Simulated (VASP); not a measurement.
Energy against volume of TiC (rock salt). Level of theory: rev-vdW-DF2, VASP's PBE PAW potentials (set 64) (plane waves; VASP). Numerical set-up: 520 eV cut-off, 14×14×14 Γ-centred mesh, first-order Methfessel-Paxton smearing of 0.10 eV, potentials Ti_sv C.

```json
[
 {"V (Å³/atom)": "9.466", "E (eV/atom)": "-7.69383"},
 {"V (Å³/atom)": "9.768", "E (eV/atom)": "-7.71845"},
 {"V (Å³/atom)": "10.070", "E (eV/atom)": "-7.72619"},
 {"V (Å³/atom)": "10.372", "E (eV/atom)": "-7.71940"}
]
```

Q: Fit these four points and predict the energy of the run at 10.675 Å³/atom.

A: A cubic in V^(−2/3), the third-order Birch-Murnaghan form, passes through the four points with V0 = 10.07 Å³/atom and B0 = 256 GPa, and gives -7.7000 eV/atom there. The run gave -7.7001 eV/atom, -0.1 meV/atom from the fit; all five points give B0 = 256 GPa.

The compound is TiC in the rock salt structure. It was relaxed first.
